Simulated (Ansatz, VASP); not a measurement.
Zr3MoC and the dispersion correction, program beside program

The cell as given:

```yaml
crystal:
  lattice:
    - [4.94251, 0.00000, 0.00000]
    - [0.00000, 4.94251, 0.00000]
    - [0.00000, 0.00000, 4.94251]
  atoms:
    - { symbol: Zr, position: [0.50000, 0.00000, 0.00000] }
    - { symbol: Zr, position: [0.00000, 0.50000, 0.00000] }
    - { symbol: Zr, position: [0.00000, 0.00000, 0.50000] }
    - { symbol: Mo, position: [0.00000, 0.00000, 0.00000] }
    - { symbol: C, position: [0.50000, 0.50000, 0.50000] }
```

The cell comes from a database or a generator and needn't be the stable form of this composition.

Kept alike: task relaxation of cell and atoms; functional PBE; k mesh 5 × 5 × 5; occupations fermi-dirac, width 0.05 eV; no spin polarisation. The mesh is that of the run's cell of 5 atoms. No spin-orbit coupling.

- A: Ansatz, Ansatz PAW, cutoff 420 eV
- B: VASP, PBE PAW files C, Mo_sv, Zr_sv, 600 eV

| dispersion correction | A: volume (Å³/atom) | B: volume (Å³/atom) |
| --- | --- | --- |
| none | 24.393 | 24.455 |
| D3(BJ) | 23.466 | 23.527 |
| D4 | 23.895 | 23.959 |

Values hold for each row's relaxed cell, which stops near the pressure aimed at (zero). Ansatz's stress holds its Pulay term. Programs can differ in the three-body term of D3, and some take D4 from an outside library. For a metal such a mesh leaves the last digits unconverged.

Problem. How large is the effect of the dispersion correction, and do the programs agree on it?

Solution. From none to D3(BJ) the volume moves by -0.927 in A, -0.928 in B (Å³/atom). Row by row the programs differ by 0.061 to 0.064, and over this span the shifts, as printed, agree within 1 %. Shifts from none: D3(BJ) -0.927, -0.928; D4 -0.498, -0.496; the programs' shifts differ by up to 0.002.
